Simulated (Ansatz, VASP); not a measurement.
**TiS2: VASP beside Ansatz**

Wanted: the spread between two codes on one cell, functional and k mesh. Of the first pair: The structure shown is the start of the Ansatz relaxation below; VASP solves that cell, so the two are compared at the walk's first step.

Program: Ansatz 0.2.0. Level of theory: plane waves, with VASP 6.6.1 beside it; single point at LDA. Results are calculated unless marked as measured.

## (1) Starting point

The cell holds 3 atoms: 1 Ti and 2 S. Cell: a = 3.297 Å, b = 3.297 Å, c = 29.515 Å, α = 90.0°, β = 90.0°, γ = 120.0°. Vacuum lies along c. The height across the vacuum is the one that the program set for its solve, not the one typed.

## (2) Ansatz: relaxation, LDA

Ansatz runs on its default PAW (the set named soft_2) files.

The two programs are compared at the cell with which this relaxation starts, whose forces are those of its first step.

Input file input.yaml:

```yaml
crystal:
  lattice:
    - [3.2973200032, 0.0, 0.0]
    - [-1.6486600016, 2.8555628872, 0.0]
    - [0.0, 0.0, 19.0644416]
  atoms:
    - { symbol: Ti, position: [0.3333333333, 0.6666666667, 0.5] }
    - { symbol: S, position: [0.0, 0.0, 0.57494559] }
    - { symbol: S, position: [0.6666666667, 0.3333333333, 0.42505441] }
  periodic: [true, true, false]
kpoints:
  mp_grid: { grid: [8, 8, 1] }
scf:
  occupations: { method: fermi_dirac, width: 0.05 }
hamiltonian:
  xc: lda
output:
  forces: true
  stress: true
relax:
  f_tol: 0.02
  max_steps: 50
  cell: {}
```

Run with:

```console
ansatz run input.yaml --threads 1 --pin off --max-ram 4096MiB --backend cpu --events-out ev --progress --plain --runs-dir out
```

Numbers of over 12 decimals in the logs are rounded to 6 here.

Output:

```text
Warning: crystal.periodic: the lattice vector that does not repeat stood 0.000° off the slab's normal, 19.064 Å along it as the deck builds it. The run solves the slab on a vector along the normal, 29.515 Å long, with every atom where it was (on the deck's vector they left 16.21 Å outside them, and the widest stretch free of ions among them is 1.43 Å). A fractional position that the run reports is one of the run's ce [...]
crystal.periodic: the lattice vector that does not repeat stood 0.000° off the slab's normal, 19.064 Å along it as the deck builds it. The run solves the slab on a vector along the normal, 29.515 Å long, with every atom where it was (on the deck's vector they left 16.21 Å outside them, and the widest stretch free of ions among them is 1.43 Å). A fractional position that the run reports is one of the run's cell, which [...]
Engine: ansatz 0.2.0, aarch64-unknown-linux-gnu
Pseudopotentials: kind: paw
Pseudopotential: Ti, paw, valence charge 12, recommended cutoff 420 eV (normal), Ti.paw.azcp
Pseudopotential: S, paw, valence charge 6, recommended cutoff 420 eV (normal), S.paw.azcp
Functional definition: SPW92
  exchange = slater_x
  correlation = pw_c
Crystal: 3 atoms, lattice volume = 277.906 Å³
Basis set: ecut = 420 eV, 5535 PW (Γ)
Bands: 16, of which v1, the nominal top of the filled ones, is band 12 counted from 1 (11 counted from 0)
Symmetry: 12 space group operations
Space group: P-3m1 (ITA 164), of the structure as read, at distance tolerance 6.5e-5 Å
k-points: 10 of 64
Non-local potential: Ti, projectors of the file, l = 0: 3, l = 1: 2, l = 2: 3, l = 3: 1
Non-local potential: S, projectors of the file, l = 0: 2, l = 1: 2, l = 2: 2
PAW form: soft (Blöchl's): semilocal exchange-correlation on the pseudo side does not see the compensation charge
PAW frozen core: Ti, regenerated for the run's functional, and the local potential with it (the file was generated under x = pbe(κ = 0.804, μ = 0.219515), c = pbe(β = 0.066725))
PAW frozen core: S, regenerated for the run's functional, and the local potential with it (the file was generated under x = pbe(κ = 0.804, μ = 0.219515), c = pbe(β = 0.066725))
PAW one-centre angular grid: Ti, 590 points (default); XC on 64 Gauss nodes
PAW one-centre angular grid: S, 110 points (default); XC on 64 Gauss nodes
Initial density: superposition of atomic densities (neutral atoms: chi_scale 0, normalization atom), corrected by the library's trained network
Initial wavefunctions: pseudopotential atomic-orbital guess
Functional: x = slater, c = lda
SCF iter   1: F=—  HF=-4193.315230 eV  |F-HF|=—  |Δ(HF+E_count)|=         —  Δρ=3.35e-3  dr2=4.95e-2  ethr=1.77e-3  ⟨swp⟩=12.3  Hψ=1392  notcnv=0
preconditioner: auto → LDOS  [insulator: Δε(μ)=0.398 eV  Ē_g=7.142 eV  σ=0.050 eV  W_gap=0.52  n_scr=16 (ndim 8)  ℏωp=8.9 eV  f_vac=0.771  D(μ)=0.79/eV (n_scr^D=6)  ε∞_Penn≈2.6  β→1.0]
SCF iter   2: F=—  HF=-4193.320198 eV  |F-HF|=—  |Δ(HF+E_count)|=   4.97e-3  Δρ=3.85e-3  dr2=8.01e-2  ethr=2.06e-4  ⟨swp⟩=4.0  Hψ=466  notcnv=0
SCF iter   3: F=—  HF=-4193.308910 eV  |F-HF|=—  |Δ(HF+E_count)|=   1.13e-2  Δρ=6.03e-4  dr2=1.70e-3  ethr=2.06e-4  ⟨swp⟩=2.2  Hψ=261  notcnv=0
SCF iter   4: F=—  HF=-4193.309062 eV  |F-HF|=—  |Δ(HF+E_count)|=   1.52e-4  Δρ=1.36e-4  dr2=8.48e-5  ethr=7.09e-6  ⟨swp⟩=3.2  Hψ=305  notcnv=0
SCF iter   5: F=—  HF=-4193.308970 eV  |F-HF|=—  |Δ(HF+E_count)|=   9.15e-5  Δρ=2.55e-5  dr2=9.34e-7  ethr=3.53e-7  ⟨swp⟩=2.8  Hψ=292  notcnv=0
SCF iter   6: F=—  HF=-4193.308971 eV  |F-HF|=—  |Δ(HF+E_count)|=   7.86e-7  Δρ=5.68e-6  dr2=1.52e-7  ethr=4.17e-10  ⟨swp⟩=8.0  Hψ=867  notcnv=0
SCF iter   7: F=-4193.308971 eV  HF=-4193.308971 eV  |F-HF|=3.91e-9  |Δ(HF+E_count)|=   3.13e-8  Δρ=1.73e-6  dr2=5.99e-9  ethr=4.17e-10  ⟨swp⟩=6.0  Hψ=627  notcnv=0
SCF 1 converged in 7 iterations: F = -4193.308971 eV  dr2 = 5.99e-9
  greatest PAW one-centre occupation: 0.999 electrons in one spin orbital (limit 2), on the Ti atom at site 0 (counted from 0), in its partial waves of l = 0
relax step   1: F+E_penalty+E_count = -4193.30897116 eV  Δ(F+E_penalty+E_count) = +0.000e0 eV  max|allowed force component| = 2.159e-2 eV/Å  Δτ_max = 0.0000 Å  P = +0.459 N/m  Ω = 277.906 Å³  fix = [c, alpha, beta]  reactions: c +0.000 N/m  (7 SCF iters, dr2 threshold 1.00e-7 eV, accepted)
[...]
relax step   2: F+E_penalty+E_count = -4193.31016287 eV  Δ(F+E_penalty+E_count) = -1.192e-3 eV  max|allowed force component| = 4.020e-2 eV/Å  Δτ_max = 0.0106 Å  P = +0.095 N/m  Ω = 280.432 Å³  energy of the carried Pulay correction = -7.958e-5 eV  fix = [c, alpha, beta]  reactions: c +0.000 N/m  (5 SCF iters, dr2 threshold 3.00e-7 eV, accepted)
[...]
relax step   3: F+E_penalty+E_count = -4193.31027142 eV  Δ(F+E_penalty+E_count) = -1.086e-4 eV  max|allowed force component| = 9.141e-3 eV/Å  Δτ_max = 0.0034 Å  P = -0.037 N/m  Ω = 280.534 Å³  energy of the carried Pulay correction = -8.279e-5 eV  fix = [c, alpha, beta]  reactions: c -0.000 N/m  (5 SCF iters, dr2 threshold 1.01e-7 eV, accepted)
[...]
relax step   4: F+E_penalty+E_count = -4193.31035985 eV  Δ(F+E_penalty+E_count) = -8.842e-5 eV  max|allowed force component| = 9.150e-3 eV/Å  Δτ_max = 0.0000 Å  P = -0.035 N/m  Ω = 280.534 Å³  fix = [c, alpha, beta]  reactions: c -0.000 N/m  stress off target by 3.47e-2 N/m on what of the cell is left free  SCF on the basis re-selected at this cell (its energy is not comparable with the rows above)  (6 SCF iters)
basis re-selected at this cell: Δ(F+E_penalty+E_count) = -8.842e-5 eV, ΔP = +0.002 N/m vs the last step (what re-selecting the basis moved, of the pressure what is left beyond the Pulay correction that the steps carried, after the strain that the cell walked since its last selection, with what the two solves' SCF thresholds leave and, on support functions, any second-order correction that the steps lacked; it is no m [...]
SCF converged after 6 iterations
Free energy (F): -4193.310360 eV
Harris-Foulkes:  -4193.310360 eV  (|F-HF|=1.78e-10)
Internal energy: -4193.304044 eV  (E = F + TS)
E sigma→0 (E₀):  -4193.307202 eV
Entropy (-TS):   -0.006316 eV (-2.105 meV/atom)
Fermi energy:    -5.950263 eV
--- Per-component energies (eV) ---
  E_band       = -540.547397
  E_kinetic    = 488.421582
  E_local      = -34534.688122  (includes V_loc(G=0)·N_el)
  E_nonlocal   = 68.896056
  E_hartree    = 16958.281892
  E_xc         = -290.502554
  E_vxc        = -298.800867  (∫ρ·V_xc dr)
  E_paw        = -2135.558261  (= ΣΔE_a)
  E_vpaw       = -180.939764  (= ΣTr[D̂ρ^β])
  E_aug_tail   = 0.000111  (compensation charges beyond the density's cutoff)
  E_ewald      = 15251.212906
  E_core_change = 0.632345  (= ΣΔE_core)
  E_smearing   = -0.006316  (= −TS)
  E_closure    = -0.000000  (closes the sum)
  Σ components = -4193.310360   (vs F -4193.310360, Δ=0.00e0)
--- Forces (eV/Å), atoms counted from 1 ---
  atom   1  Ti     0.00000000     0.00000000     0.00000000
  atom   2  S      0.00000000     0.00000000    -0.00915027
  atom   3  S     -0.00000000    -0.00000000     0.00915027
  max |Σ_I F_I| component: 4.63e-18 eV/Å
--- 2D stress c σ (N/m, compression-positive) ---
       -0.034707      -0.000000       0.000000
        0.000000      -0.034707      -0.000000
        0.000000      -0.000000      -0.000000
  P = ½ c Tr σ = -0.0347 N/m
--- Relaxed structure (3 steps of the walk, 3 accepted, 1 SCFs on fresh bases) ---
  F+E_penalty+E_count = -4193.31035985 eV   max|allowed force component| = 9.150e-3 eV/Å   (the final SCF, on the basis selected at the relaxed cell)
  cell:  # Å, volume = 280.5345 Å³
    - [3.312875, 0.0, 0]
    - [-1.656437, 2.869034, 0]
    - [0, 0, 29.515183]
  atoms:
    - { symbol: Ti, position: [0.333333, 0.666667, 0.322960] }
    - { symbol: S, position: [-2.790548155173971e-19, 0, 0.371126] }
    - { symbol: S, position: [0.666667, 0.333333, 0.274794] }
```

## (3) VASP: single point, LDA, start cell, pair 1

The same cell, functional (in two slightly different forms), mesh and smearing now go to VASP, with its own data sets.

Lines of VASP's logs that name or quote its potential files are left out, and so is its time.

Input file INCAR:

```
SYSTEM = TiS2
PREC = Accurate
ENCUT = 400
EDIFF = 1E-06
NELM = 120
ISMEAR = -1
SIGMA = 0.05
LREAL = .FALSE.
ALGO = Normal
GGA = CA
NBANDS = 18
LASPH = .TRUE.
LORBIT = 11
LWAVE = .FALSE.
LCHARG = .FALSE.
ISIF = 2
LDIPOL = .TRUE.
IDIPOL = 3
DIPOL = 0.5 0.5 0.323
LVHAR = .TRUE.
GGA_COMPAT = .FALSE.
NELMDL = -8
```

Input file POSCAR:

```
TiS2
1.0
    3.2973200000      0.0000000000      0.0000000000
   -1.6486600000      2.8555630000      0.0000000000
    0.0000000000      0.0000000000     29.5151830000
Ti S
1 2
Direct
    0.3333333917      0.6666667834      0.3229599152
    0.0000000000      0.0000000000      0.3713687630
    0.6666666083      0.3333332166      0.2745510675
```

Input file KPOINTS:

```
Automatic mesh
0
Gamma
8 8 1
0 0 0
```

Potentials, in the order of the species: Ti_sv and S (LDA family, release 64).

Run with:

```console
mpirun -np 1 vasp_std
```

Output:

```text
[banner, memory and clock lines left out]
running    1 mpi-ranks, on    1 nodes
 distrk:  each k-point on    1 cores,    1 groups
 distr:  one band on    1 cores,    1 groups

 POSCAR found type information on POSCAR TiS
 POSCAR found :  2 types and       3 ions
 LDA part: xc-table for (Slater(with rela. corr.)+CA(PZ))
 , standard interpolation
 POSCAR, INCAR and KPOINTS ok, starting setup
 FFT: planning ... GRIDC
 FFT: planning ... GRID_SOFT
 FFT: planning ... GRID
 WAVECAR not read
 entering main loop
       N       E                     dE             d eps       ncg     rms          rms(c)
DAV:   1     0.163012063206E+03    0.16301E+03   -0.10084E+04   440   0.846E+02
DAV:   2    -0.203239307035E+00   -0.16322E+03   -0.15969E+03   498   0.235E+02
DAV:   3    -0.240724339637E+02   -0.23869E+02   -0.23747E+02   588   0.825E+01
DAV:   4    -0.251811106923E+02   -0.11087E+01   -0.11067E+01   496   0.173E+01
DAV:   5    -0.252478928937E+02   -0.66782E-01   -0.66771E-01   574   0.355E+00
DAV:   6    -0.252484901832E+02   -0.59729E-03   -0.59727E-03   520   0.420E-01
DAV:   7    -0.252485124263E+02   -0.22243E-04   -0.22243E-04   576   0.636E-02
DAV:   8    -0.252485126082E+02   -0.18197E-06   -0.18250E-06   528   0.694E-03    0.152E+01
DAV:   9    -0.228258358883E+02    0.24227E+01   -0.27733E+01   448   0.457E+01    0.104E+01
DAV:  10    -0.222485558217E+02    0.57728E+00   -0.15832E+01   472   0.320E+01    0.630E+00
DAV:  11    -0.218984455013E+02    0.35011E+00   -0.37202E+00   402   0.163E+01    0.244E+00
DAV:  12    -0.218467716092E+02    0.51674E-01   -0.25716E-01   410   0.451E+00    0.958E-01
DAV:  13    -0.218379586101E+02    0.88130E-02   -0.30866E-02   466   0.135E+00    0.533E-01
DAV:  14    -0.218383414519E+02   -0.38284E-03   -0.59955E-03   410   0.517E-01    0.364E-01
[...]
DAV:  21    -0.218372342564E+02   -0.78031E-04   -0.59885E-06   384   0.114E-02    0.152E-02
DAV:  22    -0.218372507872E+02   -0.16531E-04   -0.20870E-06   364   0.104E-02    0.687E-03
DAV:  23    -0.218372831709E+02   -0.32384E-04   -0.26597E-06   348   0.855E-03    0.298E-03
DAV:  24    -0.218372911972E+02   -0.80264E-05   -0.28486E-07   308   0.310E-03    0.239E-03
DAV:  25    -0.218373003812E+02   -0.91839E-05   -0.47683E-07   314   0.266E-03    0.108E-03
DAV:  26    -0.218373032810E+02   -0.28999E-05   -0.95571E-08   300   0.159E-03    0.903E-04
DAV:  27    -0.218373060963E+02   -0.28153E-05   -0.11870E-07   276   0.209E-03    0.572E-04
DAV:  28    -0.218373064943E+02   -0.39794E-06   -0.71878E-09   234   0.504E-04
   1 F= -.21837306E+02 E0= -.21834215E+02  d E =-.618206E-02
```

[end of part 1 of 2]

[Lines on the potential files, build, host, timing and source positions are cut from VASP's logs without a mark.]

[Logs are printed without paths, hosts, clocks, repeated set-up lines and the standing remarks that a program may print on its own settings, such as how far it seeks lower states.]

[Hosts, paths, dates, database ids (printed as entryN), source tags and the programs' standing remarks are cut or masked in the printed files.]
